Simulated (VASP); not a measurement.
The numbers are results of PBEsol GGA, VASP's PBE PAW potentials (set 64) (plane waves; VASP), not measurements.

The input files of a VASP run:

**POSCAR**
```
Al3InN4
6.4411750
  0.5032620555  -0.8641304621  -0.0024426904
  0.2483639950   0.4301789311  -0.0000000001
 -0.0019643778   0.0011341341   0.8061248444
In Al N
1 3 4
Cart
  0.2520339467  -0.1455118765   0.4043168188
  0.2440132110   0.1459054513   0.0026790288
  0.5009962998  -0.5760369210   0.4006622719
  0.5063046286  -0.2923145591  -0.0006249143
  0.2503078794  -0.1445153310   0.7387725145
  0.2258113085   0.1564143252   0.2912649698
  0.4992901294  -0.5750518630   0.7008737913
  0.5208154674  -0.3006923963   0.2962932132
```

**KPOINTS**
```
k-points along high-symmetry lines
9
Line-mode
Reciprocal
  0.000000   0.000000   0.000000 ! GAMMA
  0.500000  -0.500000   0.000000 ! Z

  0.500000  -0.500000   0.000000 ! Z
  1.000000  -0.500000   0.000000 ! D

  1.000000  -0.500000   0.000000 ! D
  0.500000   0.000000   0.000000 ! B

  0.500000   0.000000   0.000000 ! B
  0.000000   0.000000   0.000000 ! GAMMA

  0.000000   0.000000   0.000000 ! GAMMA
  0.500000   0.000000  -0.500000 ! A

  0.500000   0.000000  -0.500000 ! A
  1.000000  -0.500000  -0.500000 ! E

  1.000000  -0.500000  -0.500000 ! E
  0.500000  -0.500000   0.000000 ! Z

  0.500000  -0.500000   0.000000 ! Z
  0.500000  -0.500000  -0.500000 ! C_2

  0.500000  -0.500000  -0.500000 ! C_2
  0.000000   0.000000  -0.500000 ! Y_2

  0.000000   0.000000  -0.500000 ! Y_2
  0.000000   0.000000   0.000000 ! GAMMA
```

### INCAR
```
SYSTEM = Al3InN4
PREC = Accurate
ENCUT = 520
EDIFF = 1E-7
NELM = 100
ALGO = Normal
LREAL = .FALSE.
LASPH = .TRUE.
ISMEAR = 0
SIGMA = 0.05
GGA = PS
LMAXMIX = 4
LWAVE = .FALSE.
LCHARG = .FALSE.
LORBIT = 11
ICHARG = 11
```

POTCAR, in this order: In_d Al N (PBE.64 set). Program: vasp_std. Read from the step before: CHGCAR.

Output

OSZICAR:
```
       N       E                     dE             d eps       ncg     rms          rms(c)
DAV:   1     0.342597395280E+03    0.34260E+03   -0.19795E+04  4680   0.177E+03
DAV:   2    -0.599457833032E+01   -0.34859E+03   -0.33766E+03  5080   0.425E+02
DAV:   3    -0.553019674162E+02   -0.49307E+02   -0.47179E+02  5802   0.146E+02
DAV:   4    -0.576493586052E+02   -0.23474E+01   -0.23383E+01  5888   0.335E+01
DAV:   5    -0.577163374975E+02   -0.66979E-01   -0.66917E-01  6852   0.589E+00
DAV:   6    -0.577186435531E+02   -0.23061E-02   -0.23057E-02  6414   0.879E-01
DAV:   7    -0.577186831452E+02   -0.39592E-04   -0.39591E-04  6874   0.123E-01
DAV:   8    -0.577186837676E+02   -0.62238E-06   -0.62239E-06  6326   0.161E-02
DAV:   9    -0.577186837756E+02   -0.79631E-08   -0.79261E-08  4730   0.192E-03
   1 F= -.57718684E+02 E0= -.57718684E+02  d E =-.136928E-13
```

File OUTCAR:
```
 val. band max:        6.6123614192   @ k =   0.0000   0.0000   0.0000

 cond. band min:       8.6864531057   @ k =   0.0000   0.0000   0.0000



 k-point     1 :       0.0000    0.0000    0.0000
  band No.  band energies     occupation
      1      -8.7480      2.00000
      2      -7.8097      2.00000
      3      -7.7527      2.00000
      4      -6.6310      2.00000
      5      -6.4154      2.00000
      6      -6.3817      2.00000
      7      -6.1976      2.00000
      8      -5.3795      2.00000
      9      -5.0886      2.00000
     10       0.2216      2.00000
     11       0.8284      2.00000
     12       1.9413      2.00000
     13       2.8431      2.00000
     14       4.0759      2.00000
     15       4.3013      2.00000
     16       5.1867      2.00000
     17       5.3067      2.00000
     18       5.5168      2.00000
     19       6.0407      2.00000
     20       6.2120      2.00000
     21       6.6124      2.00000
     22       8.6865      0.00000
     23      11.3279      0.00000
     24      11.5135      0.00000
     25      12.3922      0.00000
     26      13.0084      0.00000

 k-point     2 :       0.0625   -0.0625    0.0000
  band No.  band energies     occupation
      1      -8.7180      2.00000
      2      -7.8057      2.00000
      3      -7.7407      2.00000
      4      -6.6430      2.00000
      5      -6.3939      2.00000
      6      -6.3722      2.00000
      7      -6.2075      2.00000
      8      -5.3673      2.00000
      9      -5.0624      2.00000
     10       0.2640      2.00000
     11       0.8673      2.00000
     12       1.9665      2.00000
     13       2.8762      2.00000
     14       3.9067      2.00000
     15       4.2963      2.00000
     16       5.0261      2.00000
     17       5.2597      2.00000
     18       5.3497      2.00000
     19       6.0048      2.00000
     20       6.2079      2.00000
     21       6.4329      2.00000
     22       8.8974      0.00000
     23      11.4466      0.00000
...
```

The density is held fixed in this step, so its total energy and stress have no physical meaning. Unless said otherwise, spin-orbit coupling is left out, though it shifts the bands of the heavy elements here.

The structure was generated: Al3InN4 was put into an ordered model structure (Pm), which need not be its known phase. It was relaxed first.
